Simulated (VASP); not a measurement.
NaCl (rock salt) is relaxed at rising pressure, each step from the one before. Symmetry mostly holds the structure type, and other phases were not tried. The mesh follows the cell, and a change of mesh leaves a small step in the series.

Input:

```cif
data_ClNa
_chemical_formula_sum 'Na1 Cl1'
_space_group_name_H-M_alt 'P 1'
_space_group_IT_number 1
_cell_length_a 4.02002
_cell_length_b 4.02002
_cell_length_c 4.02002
_cell_angle_alpha 60.000
_cell_angle_beta 60.000
_cell_angle_gamma 60.000
loop_
_space_group_symop_operation_xyz
  'x, y, z'
loop_
_atom_site_label
_atom_site_type_symbol
_atom_site_fract_x
_atom_site_fract_y
_atom_site_fract_z
_atom_site_occupancy
Na1 Na 0.00000 0.00000 0.00000 1
Cl1 Cl 0.50000 0.50000 0.50000 1
```

Computed with PBE GGA, VASP's PBE PAW potentials (set 64) (plane waves; VASP 6.6.1). Numerical set-up: 500 eV cut-off, 8×8×8 Γ-centred mesh, Gaussian smearing of 0.050 eV, potentials Na_pv Cl.

```tsv
P (GPa)	V (Å³/atom)	H − H(0) (eV/atom)	space group	k-mesh
0	22.97	0.000	Fm-3m	8×8×8
5	19.89	0.665	Fm-3m	8×8×8
10	18.14	1.257	Fm-3m	9×9×9
20	16.07	2.319	Fm-3m	9×9×9
30	14.78	3.279	Fm-3m	9×9×9
45	13.47	4.598	Fm-3m	10×10×10
```

Pressures at which the relaxation failed are left out.

The compound is NaCl in the rock salt structure.
